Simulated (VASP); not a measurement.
Consider the following.

```yaml
crystal:
  lattice:
    - [-2.78045, 2.78045, 2.78045]
    - [2.78045, -2.78045, 2.78045]
    - [2.78045, 2.78045, -2.78045]
  atoms:
    - { symbol: Rb, position: [0.00000, 0.00000, 0.00000] }
```

Level of theory: PBE GGA with D3 dispersion (Becke-Johnson damping), VASP's PBE PAW potentials (set 64) (plane waves; VASP 6.6.1). Settings: 520 eV cut-off, 10×10×10 Γ-centred mesh, tetrahedra with Blöchl corrections, potentials Rb_sv.

**Question.** Predict the energy per atom (σ→0), band gap (on the k-mesh) with the smallest direct gap where there is one.

**Answer.** 
The band gap (on the k-mesh) is none (metal, semimetal or under 0.01 eV). The energy per atom (σ→0) comes out as -1.041 eV/atom.

The absolute energy has meaning only against runs of the same code, potentials and settings.

The compound is Rb in the bcc structure. It was relaxed first.
